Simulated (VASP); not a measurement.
Level of theory: PBE GGA with spin-orbit coupling, VASP's PBE PAW potentials (set 64) (plane waves; VASP 6.6.1).

VASP ran on this input.

POSCAR:
```
NiI2
1
    0.0000000000     3.2915110000     3.2915110000
    3.2915110000     0.0000000000     3.2915110000
    3.2915110000     3.2915110000     0.0000000000
Ni I
1 2
Direct
  0.0000000000   0.0000000000   0.0000000000
  0.2500000000   0.2500000000   0.2500000000
  0.7500000000   0.7500000000   0.7500000000
```

### KPOINTS
```
K-points
0
Gamma
  5 5 5
```

### INCAR
```
SYSTEM = NiI2
PREC = Accurate
ENCUT = 300
EDIFF = 1E-6
NELM = 100
ALGO = Normal
LREAL = .FALSE.
LASPH = .TRUE.
ISMEAR = -1
SIGMA = 0.136
GGA = PE
LMAXMIX = 4
LWAVE = .FALSE.
LCHARG = .FALSE.
ISIF = 2
LSORBIT = .TRUE.
LNONCOLLINEAR = .TRUE.
MAGMOM = 0.0 0.0 2.0 0.0 0.0 0.0 0.0 0.0 0.0
GGA_COMPAT = .FALSE.
LORBIT = 11
```

POTCAR, in this order: Ni I (PBE.64 set). Program: vasp_ncl.

At this cut-off the stress carries a Pulay error, which pulls relaxed volumes low.

### Question
Estimate the energy per atom (σ→0), pressure, band gap (on the k-mesh).

### Answer

The energy per atom (σ→0) comes out as -221.7 kJ/mol of atoms and the band gap (on the k-mesh) is none (metal, semimetal or under 0.01 eV). The pressure is 10.96 GPa.

**OSZICAR**
```
...
DAV:  20    -0.700912401346E+01    0.41868E-05   -0.12899E-04  1456   0.892E-02    0.125E-02
DAV:  21    -0.700912675942E+01   -0.27460E-05   -0.11960E-04  1452   0.887E-02    0.105E-02
DAV:  22    -0.700911945353E+01    0.73059E-05   -0.81075E-05  1448   0.688E-02    0.599E-03
DAV:  23    -0.700911944421E+01    0.93216E-08   -0.16880E-05  1508   0.338E-02    0.404E-03
DAV:  24    -0.700911941573E+01    0.28485E-07   -0.22811E-05  1462   0.371E-02    0.359E-03
DAV:  25    -0.700911879829E+01    0.61744E-06   -0.10185E-05  1450   0.254E-02    0.250E-03
DAV:  26    -0.700911851193E+01    0.28636E-06   -0.62880E-06  1452   0.193E-02
   1 F= -.70091185E+01 E0= -.68930145E+01  d E =-.232208E+00  mag=    -0.0000     0.0000     0.7488
```

The structure was generated: NiI2 was put into an ordered model structure, which need not be its known phase. The cell was not relaxed at this level. The k-mesh is coarse (spacing up to 0.33 per Å, 2π included), so the numbers may not be converged in it. The run is one of a series of settings (GGA_COMPAT = .FALSE., ISPIN removed, LNONCOLLINEAR = .TRUE., LSORBIT = .TRUE., MAGMOM = 0.0 0.0 2.0 0.0 0.0 0.0 0.0 0.0 0.0, program vasp_ncl against the base run), some of them coarse on purpose.
